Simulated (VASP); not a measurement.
A convergence study with VASP on C (diamond): a few settings are varied, all else stays as given below, so the limit is that of these other settings. The cell's lengths are 1 % over those of the tabulated start and one atom is moved, so it is off equilibrium.

```xyz
2
Lattice="0.0000 1.8013 1.8013 1.8013 0.0000 1.8013 1.8013 1.8013 0.0000" Properties=species:S:1:pos:R:3 pbc="T T T"
C      0.0000     0.0000     0.0000
C      0.9613     0.9007     0.9007
```

Calculation: PBEsol GGA, VASP's PBE PAW potentials (set 64) (plane waves; VASP). The last row used: 700 eV cut-off, 10×10×10 Γ-centred mesh, Gaussian smearing of 0.050 eV, potentials C.

| setting | pressure (GPa) | largest force (eV/Å) | electronic steps |
|---|---|---|---|
| ALGO = Normal, EDIFF = 1E-2 | -16.12 | 2.093 | 8 |
| ALGO = Normal, EDIFF = 1E-3 | -16.07 | 2.093 | 8 |
| ALGO = Normal, EDIFF = 1E-4 | -15.80 | 2.094 | 9 |
| ALGO = Normal, EDIFF = 1E-5 | -15.79 | 2.094 | 9 |
| ALGO = Normal, EDIFF = 1E-6 | -15.82 | 2.094 | 11 |
| ALGO = Normal, EDIFF = 1E-8 | -15.82 | 2.094 | 13 |
| ALGO = Normal, EDIFF = 1E-9 | -15.82 | 2.094 | 15 |
| ALGO = Fast, EDIFF = 1E-2 | -13.75 | 2.093 | 8 |
| ALGO = Fast, EDIFF = 1E-3 | -16.15 | 2.094 | 9 |
| ALGO = Fast, EDIFF = 1E-4 | -15.47 | 2.095 | 10 |
| ALGO = Fast, EDIFF = 1E-5 | -15.80 | 2.094 | 11 |
| ALGO = Fast, EDIFF = 1E-6 | -15.84 | 2.094 | 13 |
| ALGO = Fast, EDIFF = 1E-7 | -15.83 | 2.094 | 15 |
| ALGO = Fast, EDIFF = 1E-8 | -15.82 | 2.094 | 18 |
| ALGO = Fast, EDIFF = 1E-9 | -15.82 | 2.094 | 20 |
| ALGO = All, EDIFF = 1E-2 | -15.96 | 2.094 | 9 |
| ALGO = All, EDIFF = 1E-3 | -15.82 | 2.094 | 10 |
| ALGO = All, EDIFF = 1E-4 | -15.81 | 2.094 | 11 |
| ALGO = All, EDIFF = 1E-5 | -15.82 | 2.094 | 12 |
| ALGO = All, EDIFF = 1E-6 | -15.82 | 2.094 | 12 |
| ALGO = All, EDIFF = 1E-7 | -15.82 | 2.094 | 13 |
| ALGO = All, EDIFF = 1E-8 | -15.82 | 2.094 | 14 |
| ALGO = All, EDIFF = 1E-9 | -15.82 | 2.094 | 16 |

Left out are rungs that failed or repeat a setting and relaxations that didn't move; long series are thinned to 24 rows.

The compound is C in the diamond structure. The cell was not relaxed at this level, it is distorted from the ideal structure.
